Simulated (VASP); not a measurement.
Write the native input for VASP 6.6.1 that does the following.

```
Task                   : relaxation of cell and atoms
Functional             : RPBE
Potentials or basis    : VASP PAW PBE potentials, release 64 (Be, C, N)
Cutoff                 : 600 eV
k mesh                 : 7 × 7 × 8
Occupations            : gaussian, width 0.05 eV
Spin                   : no spin polarisation
Further INCAR settings : ALGO = Normal; EDIFF = 1e-07; IBRION = 2; EDIFFG = -0.005; NSW = 40; ISIF = 3
```

The structure of Be4CN lies in POSCAR:

```
Be4CN
1.0
    4.2746090000      0.0000000000      0.0000000000
   -2.1373045000      3.7019199900      0.0000000000
    0.0000000000      0.0000000000      3.3275380600
Be C N
4 1 1
Direct
    0.6666666700      0.3333333300      0.0000000000
    0.5010500000      0.0021000000      0.5000000000
    0.9979000000      0.4989500000      0.5000000000
    0.5010500000      0.4989500000      0.5000000000
    0.0000000000      0.0000000000      0.0000000000
    0.3333333300      0.6666666700      0.0000000000
```

The cell was built by a generator and needn't be a form met in nature.

The input as run:

INCAR

```
  ALGO = Normal
  EDIFF = 1E-7
  EDIFFG = -0.005
  ENCUT = 600
  GGA = RP
  IBRION = 2
  ISIF = 3
  ISMEAR = 0
  LASPH = T
  LCHARG = F
  LREAL = F
  LWAVE = F
  NELM = 80
  NSW = 40
  PREC = Accurate
  SIGMA = 0.05
```

KPOINTS

```
k-points
0
Gamma
  7 7 8
```

Potentials or basis: VASP PAW PBE potentials, release 64 (Be, C, N).

Launch:

```console
$ cat potpaw_PBE.64/Be/POTCAR potpaw_PBE.64/C/POTCAR potpaw_PBE.64/N/POTCAR > POTCAR
$ mpirun -np 1 vasp_std > vasp.out
```

Results of the run:

```yaml
Relaxed_volume: 9.47 Å³/atom
Relaxed_cell: a = 5.292 Å, b = 5.292 Å, c = 2.343 Å, α = 90.00°, β = 90.00°, γ = 120.00°
Space_group_after_relaxing_to_0.05_Å: P-6m2 (No. 187)
Energy_gained_by_relaxing: 438.2 meV/atom
Ionic_steps: 26
Pressure_after_relaxing: 0.0 GPa
Band_gap_on_the_k_mesh: none (metal or under the smearing width)
```

Caveat: the PAW data sets were made with another functional, which shifts forces and pressure a little.

Wall time 8.8 min on 1 thread of Intel(R) Xeon(R) Platinum 8259CL CPU @ 2.50GHz (Skylake/Cascade Lake), with other jobs on the host, peak memory 0.2 GiB.
